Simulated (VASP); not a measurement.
# Cr2HN (P6/mmm) in VASP: settings compared

Aim: see how the results for Cr2HN move with the level of theory and the settings. Levels: PBE, RPBE. Tasks: relaxation of cell and atoms.

Program: VASP 6.6.1. These are calculated values, not measurements. Logs are shortened: lines on timing, memory, paths and dates and some standing lists are left out, and cuts for length are marked.

### Step 1. The crystal as given

The structure is hexagonal, space group P6/mmm (No. 191). The conventional cell has a = 3.854 Å, b = 3.854 Å, c = 2.606 Å, α = 90.00°, β = 90.00°, γ = 120.00°. Around Cr (site symmetry -6m2) lie 3 N at 2.23 Å and 3 Cr at 2.23 Å. Around H (site symmetry 6/mmm) lie 2 N at 1.30 Å. N (site symmetry 6/mmm) is surrounded by 2 H at 1.30 Å.

The cell was built by a generator and needn't be a form met in nature.

### Step 2. Relaxation of cell and atoms, PBE, collinear spin, ferromagnetic start

The input, INCAR:

```
PREC     = Accurate       # precision mode
ENCUT    = 600            # plane-wave cutoff, eV
EDIFF    = 1E-7           # SCF threshold, eV
ISMEAR   = 0              # smearing method
SIGMA    = 0.05           # smearing width, eV
LREAL    = False          # projectors in reciprocal space
LASPH    = True           # aspherical terms in the spheres
NELM     = 100            # most SCF steps
ALGO     = Fast           # electronic algorithm
ISIF     = 3              # what is computed and relaxed
LWAVE    = False          # write WAVECAR
LCHARG   = False          # write CHGCAR
ISPIN    = 2              # spin polarisation
MAGMOM   = 3 3 0 0        # initial moments
LORBIT   = 11             # projections on sites
LMAXMIX  = 4              # l up to which the mixer works
GGA      = PE             # functional
IBRION   = 2              # ionic algorithm
NSW      = 60             # ionic steps
EDIFFG   = -0.01          # ionic threshold
```

The input, KPOINTS:

```
regular mesh
0
Gamma
  6 6 7
```

The input, POSCAR:

```
Cr2HN
1.0
    3.8539500000      0.0000000000      0.0000000000
   -1.9269700000      3.3376200000      0.0000000000
    0.0000000000      0.0000000000      2.6056200000
Cr H N
2 1 1
Direct
    0.3333300000      0.6666700000      0.0000000000
    0.6666700000      0.3333300000      0.0000000000
    0.0000000000      0.0000000000      0.5000000000
    0.0000000000      0.0000000000      0.0000000000
```

Potentials or basis: VASP PAW PBE potentials, release 64 (Cr_pv, H, N).

Started as:

```sh
$ cat potpaw_PBE.64/Cr_pv/POTCAR potpaw_PBE.64/H/POTCAR potpaw_PBE.64/N/POTCAR > POTCAR
$ mpirun -np 1 vasp_std > vasp.out
```

OUTCAR:

```text
PREC = Accurate
   ENCUT = 600
   EDIFF = 1E-7
   ISMEAR = 0
   LREAL = False
   LASPH = True
   NELM = 100
   ISIF = 3
   ISPIN = 2
   LORBIT = 11
   GGA = PE
   IBRION = 2
   NSW = 60
   EDIFFG = -0.01

 ion  position               nearest neighbor table
   1  0.333  0.667  0.000-   4 2.23   2 2.23   2 2.23   4 2.23   4 2.23   2 2.23
   2  0.667  0.333  0.000-   4 2.23   1 2.23   1 2.23   4 2.23   4 2.23   1 2.23
   3  0.000  0.000  0.500-   4 1.30   4 1.30
   4  0.000  0.000  0.000-   3 1.30   3 1.30   1 2.23   2 2.23   1 2.23   2 2.23   2 2.23   1 2.23

  LATTYP: Found a hexagonal cell.
 ALAT       =     3.8539500000
 C/A-ratio  =     0.6760907640

  Lattice vectors:

 A1 = (   3.8539500000,   0.0000000000,   0.0000000000)
 A2 = (  -1.9269700000,   3.3376200000,   0.0000000000)
 A3 = (   0.0000000000,   0.0000000000,   2.6056200000)

Analysis of symmetry for initial positions (statically):
=====================================================================
 Subroutine PRICEL returns:
 Original cell was already a primitive cell.

 Routine SETGRP: Setting up the symmetry group for a
 hexagonal supercell.

 Subroutine GETGRP returns: Found  8 space group operations
 (whereof  8 operations were pure point group operations)
 out of a pool of 24 trial point group operations.

The static configuration has the point symmetry D_2h.

Analysis of symmetry for dynamics (positions and initial velocities):
=====================================================================
 Subroutine PRICEL returns:
 Original cell was already a primitive cell.

 Routine SETGRP: Setting up the symmetry group for a
 hexagonal supercell.

 Subroutine GETGRP returns: Found  8 space group operations
 (whereof  8 operations were pure point group operations)
 out of a pool of 24 trial point group operations.

The dynamic configuration has the point symmetry D_2h.

Analysis of structural, dynamic, and magnetic symmetry:
=====================================================================
 Subroutine PRICEL returns:
 Original cell was already a primitive cell.

 Routine SETGRP: Setting up the symmetry group for a
 hexagonal supercell.

 Subroutine GETGRP returns: Found  8 space group operations
 (whereof  8 operations were pure point group operations)
 out of a pool of 24 trial point group operations.

The overall configuration has the point symmetry D_2h.

 Subroutine INISYM returns: Found  8 space group operations
 (whereof  8 operations are pure point group operations),
 and found     1 'primitive' translations

----------------------------------------------------------------------------------------

                                     Primitive cell

  volume of cell :      33.5161

  direct lattice vectors                    reciprocal lattice vectors
     3.853950000  0.000000000  0.000000000     0.259474046  0.149806959  0.000000000
    -1.926970000  3.337620000  0.000000000     0.000000000  0.299614696  0.000000000
     0.000000000  0.000000000  2.605620000     0.000000000  0.000000000  0.383785817

  length of vectors
     3.853950000  3.853948708  2.605620000     0.299614595  0.299614696  0.383785817

  position of ions in fractional coordinates (direct lattice)
     0.333330000  0.666670000  0.000000000
     0.666670000  0.333330000  0.000000000
     0.000000000  0.000000000  0.500000000
     0.000000000  0.000000000  0.000000000

  ion indices of the primitive-cell ions
   primitive index   ion index
                 1           1
                 2           2
                 3           3
                 4           4

----------------------------------------------------------------------------------------

 KPOINTS: regular mesh

Automatic generation of k-mesh.
 Grid dimensions read from file:
 generate k-points for:    6    6    7

 Generating k-lattice:

  Cartesian coordinates                     Fractional coordinates (reciprocal lattice)
     0.043245674  0.024967827  0.000000000     0.166666667  0.000000000  0.000000000
     0.000000000  0.049935783  0.000000000     0.000000000  0.166666667  0.000000000
     0.000000000  0.000000000  0.054826545     0.000000000  0.000000000  0.142857143

  Length of vectors
     0.049935766  0.049935783  0.054826545

  Shift w.r.t. Gamma in fractional coordinates (k-lattice)
     0.000000000  0.000000000  0.000000000

 Subroutine IBZKPT returns following result:
 ===========================================

 Found     52 irreducible k-points:

 Following reciprocal coordinates:
            Coordinates               Weight
  0.000000  0.000000  0.000000      1.000000
  0.166667 -0.000000  0.000000      4.000000
 -0.166667  0.166667  0.000000      2.000000
  0.333333 -0.000000  0.000000      4.000000
 -0.333333  0.333333  0.000000      2.000000
  0.500000  0.000000  0.000000      2.000000
[... 16 lines left out ...]
  0.333333  0.166667  0.142857      8.000000
 -0.166667  0.500000  0.142857      8.000000
 [... further k-points ...]
   k-points           NKPTS =     52   k-points in BZ     NKDIM =     52   number of bands    NBANDS=     22
   number of dos      NEDOS =    301   number of ions     NIONS =      4
   total plane-waves  NPLWV =  24576
   dimension x,y,z NGX =    32 NGY =   32 NGZ =   24
   dimension x,y,z NGXF=    64 NGYF=   64 NGZF=   48
   ions per type =               2   1   1
   NGX,Y,Z   is equivalent  to a cutoff of  13.80, 13.80, 15.31 a.u.
   NGXF,Y,Z  is equivalent  to a cutoff of  27.61, 27.61, 30.63 a.u.
 SYSTEM =  unknown system
   PREC   = accura    normal or accurate (medium, high low for compatibility)
   ISTART =      0    job   : 0-new  1-cont  2-samecut
   ICHARG =      2    charge: 1-file 2-atom 10-const
   ISPIN  =      2    spin polarized calculation?
   LNONCOLLINEAR =      F non collinear calculations
   LSORBIT =      F    spin-orbit coupling
   LASPH  =      T    aspherical Exc in radial PAW
   ENCUT  =  600.0 eV  44.10 Ry    6.64 a.u.   7.70  7.70  5.20*2*pi/ulx,y,z
   NELM   =    100;   NELMIN=  2; NELMDL= -5     # of ELM steps
   EDIFF  = 0.1E-06   stopping-criterion for ELM
   LREAL  =      F    real-space projection
   EDIFFG = -.1E-01   stopping-criterion for IOM
   NSW    =     60    number of steps for IOM
   IBRION =      2    ionic relax: 0-MD 1-quasi-New 2-CG
   NFREE  =      1    steps in history (QN), initial steepest desc. (CG)
   ISIF   =      3    stress and relaxation
   ISYM   =      2    0-nonsym 1-usesym 2-fastsym
   POTIM  = 0.5000    time-step for ionic-motion
   TEBEG  =    0.0;   TEEND  =   0.0 temperature during run
   PSTRESS=    0.0 pullay stress
   NELECT =      30.0000    total number of electrons
   NUPDOWN=      -1.0000    fix difference up-down
   EMIN   =  10.00;   EMAX   =-10.00  energy-range for DOS
   EFERMI =   0.00;   METHOD = LEGACY
   ISMEAR =     0;   SIGMA  =   0.05  broadening in eV -4-tet -1-fermi 0-gaus
   EFERMI_NEDOS =   21; number of points for ismear=-14 and -15
   IALGO  =     68    algorithm
   IMIX   =      4    mixing-type and parameters
     AMIX     =   0.40;   BMIX     =  1.00
     AMIX_MAG =   1.60;   BMIX_MAG =  1.00
  volume/ion in A,a.u.               =       8.38        56.54
  Fermi-wavevector in a.u.,A,eV,Ry     =   1.577722  2.981463 33.867727  2.489208
  Thomas-Fermi vector in A             =   2.678361
   LORBIT       =     11    0 simple, 1 ext, 2 COOP (PROOUT), +10 PAW based schemes
   GGA     = PE    functional components
   LHFCALC =     F    Hartree Fock is set to
   AEXX    =    0.0000 exact exchange contribution
   IVDW    =     0    specifies the selected vdW correction
   LEPSILON=     F    determine dielectric tensor
   LRPA    =     F    only Hartree local field effects (RPA)
 conjugate gradient relaxation of ions
 spin polarized calculation
 RMM-DIIS sequential band-by-band and
 Gauss-broadening in eV      SIGMA  =   0.05
  energy-cutoff  :      600.00
  volume of cell :       33.52
 maximum number of plane-waves:      1138
   NGX = 15   NGY = 15   NGZ = 11

--------------------------------------- Ionic step        1  -------------------------------------------

 number of electron      29.9999998 magnetization      -0.0002316

 number of electron      29.9999998 magnetization       0.0000559

 Free energy of the ion-electron system (eV)
  ---------------------------------------------------
  ext. energy  EPLUGINS =         0.00000000
  ---------------------------------------------------
  free energy    TOTEN  =       -27.90606886 eV

  energy without entropy =      -27.90463768  energy(sigma->0) =      -27.90535327

------------------------ aborting loop because EDIFF is reached ----------------------------------------

  FORCE on cell =-STRESS in cart. coord.  units (eV):
  Direction    XX          YY          ZZ          XY          YZ          ZX
  --------------------------------------------------------------------------------------
  -------------------------------------------------------------------------------------
  Total        0.1678451      0.1680456     -0.1404414      0.0001738      0.0000000      0.0000000
  in kB        8.0235248      8.0331100     -6.7135440      0.0083073      0.0000000      0.0000000
  external PRESSURE =       3.1143636 kB  Pullay stress =       0.0000000 kB
[... 105 lines left out ...]
--------------------------------------- Ionic step        4  -------------------------------------------

 number of electron      29.9999997 magnetization       0.0000001

 number of electron      29.9999997 magnetization      -0.0000002

 Free energy of the ion-electron system (eV)
  ---------------------------------------------------
  ext. energy  EPLUGINS =         0.00000000
  ---------------------------------------------------
  free energy    TOTEN  =       -27.90643352 eV

  energy without entropy =      -27.90488101  energy(sigma->0) =      -27.90565726

 E-fermi :   9.3662     XC(G=0): -12.9615

 val. band max:        9.3175254577   @ k =   0.1667  -0.0000   0.0000
 cond. band min:       9.3988938486   @ k =   0.0000   0.0000   0.0000
 fundamental gap:      0.0813683909
 Fermi energy:         9.3662367419

 spin component 1

 k-point     1 :       0.0000    0.0000    0.0000
  band No.  band energies     occupation
      1     -34.0304      1.00000
      2     -34.0303      1.00000
      3     -33.5436      1.00000
      4     -33.3020      1.00000
      5     -33.0573      1.00000
      6     -33.0572      1.00000
[... 589 lines left out ...]
     21      13.9759      0.00000
     22      15.9236      0.00000

 [... further k-points ...]

 spin component 2

 k-point     1 :       0.0000    0.0000    0.0000
  band No.  band energies     occupation
      1     -34.0304      1.00000
      2     -34.0303      1.00000
      3     -33.5436      1.00000
      4     -33.3020      1.00000
      5     -33.0573      1.00000
      6     -33.0572      1.00000
[... 622 lines left out ...]
  FREE ENERGIE OF THE ION-ELECTRON SYSTEM (eV)
  ---------------------------------------------------
  free  energy   TOTEN  =       -27.9064335177 eV

  energy  without entropy=      -27.9048810122  energy(sigma->0) =      -27.90565726

 reached required accuracy - stopping structural energy minimisation

 total charge

# of ion       s       p       d       tot
------------------------------------------
    1        0.354   6.336   4.402  11.092
    2        0.354   6.336   4.402  11.092
    3        0.456   0.080   0.000   0.535
    4        1.245   2.432   0.000   3.677
--------------------------------------------------
tot          2.408  15.183   8.804  26.395

 magnetization (x)

# of ion       s       p       d       tot
------------------------------------------
    1       -0.000   0.000  -0.000  -0.000
    2       -0.000   0.000  -0.000  -0.000
    3       -0.000   0.000   0.000  -0.000
    4        0.000   0.000   0.000   0.000
--------------------------------------------------
tot         -0.000   0.000  -0.000  -0.000
```

It took 3.7 min on 1 thread of Intel Xeon Platinum 8488C (Sapphire Rapids), shared host; peak memory 0.24 GiB.

What came out:

* Free energy: -27.9064 eV
* Relaxed volume: 8.39 Å³/atom
* Relaxed cell: a = 3.859 Å, b = 3.859 Å, c = 2.600 Å, α = 90.00°, β = 90.00°, γ = 120.00°
* Space group after relaxing (to 0.05 Å): P6/mmm (No. 191)
* Energy gained by relaxing: 0.1 meV/atom
* Ionic steps: 4
* Pressure after relaxing: 0.1 GPa
* Band gap on the k mesh: none (metal or under the smearing width)
* Net moment: 0.00 μB per cell
* Valence electrons inside the program's atomic spheres: Cr 11.09; H 0.54; N 3.68

The path:
```tsv
step	energy change (eV)	largest force (eV/Å)	pressure (GPa)	volume (Å³)
1	0.0000	0.0002	0.31	33.52
2	-0.0003	0.0000	-0.20	33.60
3	-0.0004	0.0001	-0.17	33.58
4	-0.0004	0.0000	0.11	33.54
```

Final structure:
```
Cr H N
1.0
     3.85942    0.00001    0.00000
    -1.92970    3.34236    0.00000
     0.00000    0.00000    2.60018
Cr H N
2 1 1
Direct
  0.33333 0.66667 0.00000
  0.66667 0.33333 0.00000
  0.00000 0.00000 0.50000
  0.00000 0.00000 0.00000
```

Caveat: the starting moments collapsed, and a magnetic state may lie lower.

### Step 3. Relaxation of cell and atoms, RPBE, collinear spin, ferromagnetic start

The input, INCAR:

```
ALGO = Normal
EDIFF = 1E-7
EDIFFG = -0.005
ENCUT = 600
GGA = RP
IBRION = 2
ISIF = 3
ISMEAR = 0
ISPIN = 2
LASPH = True
LCHARG = False
LMAXMIX = 4
LORBIT = 11
LREAL = False
LWAVE = False
MAGMOM = 3 3 0 0
NELM = 120
NSW = 60
PREC = Accurate
SIGMA = 0.05
```

The input, KPOINTS:

```
k-points
0
Gamma
  6 6 7
```

POSCAR is that of step 2.

Potentials or basis: VASP PAW PBE potentials, release 64 (Cr_pv, H, N).

Started as:

```sh
$ cat potpaw_PBE.64/Cr_pv/POTCAR potpaw_PBE.64/H/POTCAR potpaw_PBE.64/N/POTCAR > POTCAR
$ mpirun -np 1 vasp_std > vasp.out
```

It took 4.6 min on 1 thread of Intel Xeon Platinum 8488C (Sapphire Rapids), shared host; peak memory 0.24 GiB.

The run converged. Its results:

```
Free energy                                           : -26.3299 eV
Relaxed volume                                        : 8.57 Å³/atom
Relaxed cell                                          : a = 3.894 Å, b = 3.894 Å, c = 2.611 Å, α = 90.00°, β = 90.00°, γ = 120.00°
Space group after relaxing (to 0.05 Å)                : P6/mmm (No. 191)
Energy gained by relaxing                             : 3.4 meV/atom
Ionic steps                                           : 4
Pressure after relaxing                               : 0.0 GPa
Band gap on the k mesh                                : none (metal or under the smearing width)
Net moment                                            : 0.00 μB per cell
Valence electrons inside the program's atomic spheres : Cr 11.05; H 0.53; N 3.67
```

Step by step:
```tsv
step	energy change (eV)	largest force (eV/Å)	pressure (GPa)	volume (Å³)
1	0.0000	0.0002	4.93	33.52
2	-0.0087	0.0000	-3.07	34.78
3	-0.0136	0.0001	-0.16	34.31
4	-0.0137	0.0000	-0.02	34.28
```

Final structure:
```xyz
4
Lattice="3.8936 0.0000 0.0000 -1.9468 3.3719 0.0000 0.0000 0.0000 2.6107" Properties=species:S:1:pos:R:3 pbc="T T T"
Cr    0.0000    2.2480    2.6107
Cr    1.9468    1.1240    0.0000
H     3.8936    0.0000    1.3054
N     0.0000    0.0000    0.0000
```

Levels at points of the mesh, in eV from the Fermi level:
Spin up:
```
           k point  band 12  band 13  band 14  band 15  band 16  band 17  band 18  band 19
(0.00, 0.00, 0.00)    -0.90    -0.86    -0.86    -0.68     0.06     0.06     1.74     1.74
(0.50, 0.00, 0.00)    -2.09    -1.80    -1.27    -0.21     1.10     1.21     1.33     1.57
(0.50, 0.50, 0.00)    -2.09    -1.80    -1.27    -0.21     1.10     1.21     1.33     1.57
```
Spin down:
| k point | band 13 | band 14 | band 15 | band 16 | band 17 | band 18 |
| --- | --- | --- | --- | --- | --- | --- |
| (0.00, 0.00, 0.00) | -0.86 | -0.86 | -0.68 | 0.06 | 0.06 | 1.74 |
| (0.50, 0.00, 0.00) | -1.80 | -1.27 | -0.21 | 1.10 | 1.21 | 1.33 |
| (0.50, 0.50, 0.00) | -1.80 | -1.27 | -0.21 | 1.10 | 1.21 | 1.33 |

Caveat: the starting moments collapsed, and a magnetic state may lie lower; the PAW data sets were made with another functional, which shifts forces and pressure a little.

### Step 4. For comparison

An earlier run on the cell as given: functional PBE; potentials or basis VASP PAW PBE potentials, release 64 (Cr_pv, H, N); cutoff 520 eV; k mesh 8 × 8 × 10; occupations fermi-dirac, width 0.05 eV; collinear spin, ferromagnetic start; starting moments [3.0, 3.0, 0.0, 0.0] μB.

* Pressure: 0.0 GPa
* Band gap on the k mesh: none (metal or under the smearing width)
* Net moment: 0.00 μB per cell
* Valence electrons inside the program's atomic spheres: Cr 11.10; H 0.53; N 3.69
